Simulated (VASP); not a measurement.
**Te2W: computed properties**

The numbers are results of LDA (Ceperley-Alder, Perdew-Zunger), VASP's LDA PAW potentials (set 64) (plane waves; VASP), not measurements.

```
Item                                                                                                Value
---------------------------------------------  ----------------------------------------------------------
space group                                                                                   P-6m2 (187)
cell                                           a = b = 3.474 Å, c = 17.454 Å, α = β = 90.00°, γ = 120.00°
band gap (over mesh and band path)                                                                1.24 eV
smallest direct gap (over mesh and band path)                                                     1.24 eV
band-edge character                                                                        direct, K to K
```

```
CELL_PARAMETERS angstrom
      3.47418     0.00000     0.00000
     -1.73709     3.00873     0.00000
      0.00000     0.00000    17.45403
ATOMIC_POSITIONS crystal
  Te 0.33333 0.66667 0.89657
  Te 0.33333 0.66667 0.10343
  W  0.00000 0.00000 0.00000
```

The cell holds vacuum, so volume and density refer to the whole cell.  The cell holds a wide vacuum, so values per volume refer to the whole cell. Unless said otherwise, spin-orbit coupling is left out, though it shifts the bands of the heavy elements here.

The cell is a sheet with vacuum, built from a database entry that may be metastable or hypothetical.
